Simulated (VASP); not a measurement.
Given:

```xyz
4
Lattice="4.9526 0.0000 0.0000 0.0000 2.9198 0.0000 0.0000 0.0000 5.2363" Properties=species:S:1:pos:R:3 pbc="T T T"
Mg     1.2382     1.4599     3.4979
Mg     3.7145     1.4599     1.7384
Al     3.7145     0.0000     4.4212
Al     1.2382     0.0000     0.8152
```

Computed with PBEsol GGA, VASP's PBE PAW potentials (set 64) (plane waves; VASP). Run with 400 eV cut-off, Gaussian smearing of 0.050 eV, potentials Mg Al.

### Question
Give the energies of bands 1 to 8 at the high-symmetry points, in eV from the Fermi level.

### Answer

| band | Γ | X | S | Y | Z | U | R | T |
|---|---|---|---|---|---|---|---|---|
| 1 | -9.22 | -7.75 | -3.85 | -5.30 | -8.36 | -7.01 | -3.06 | -4.50 |
| 2 | -4.52 | -7.75 | -3.85 | -4.56 | -7.27 | -7.01 | -3.06 | -3.76 |
| 3 | -3.60 | -2.64 | -3.19 | -0.69 | -2.53 | -5.51 | -2.66 | -3.33 |
| 4 | -3.32 | -2.64 | -3.19 | -0.15 | -2.25 | -5.51 | -2.66 | -2.72 |
| 5 | -2.43 | -1.77 | 0.82 | -0.01 | -1.44 | 3.42 | -1.89 | 0.73 |
| 6 | 1.50 | -1.77 | 0.82 | 0.06 | -1.35 | 3.42 | -1.89 | 1.85 |
| 7 | 2.17 | 3.94 | 2.06 | 0.92 | 2.96 | 4.28 | -0.45 | 2.11 |
| 8 | 2.24 | 3.94 | 2.06 | 1.06 | 3.11 | 4.28 | -0.45 | 2.23 |

It has no gap at this level: it comes out as a metal or semimetal.

The structure comes from a computed database's MgAl entry (Pmma); how it stands against other phases isn't given here. It was relaxed first.
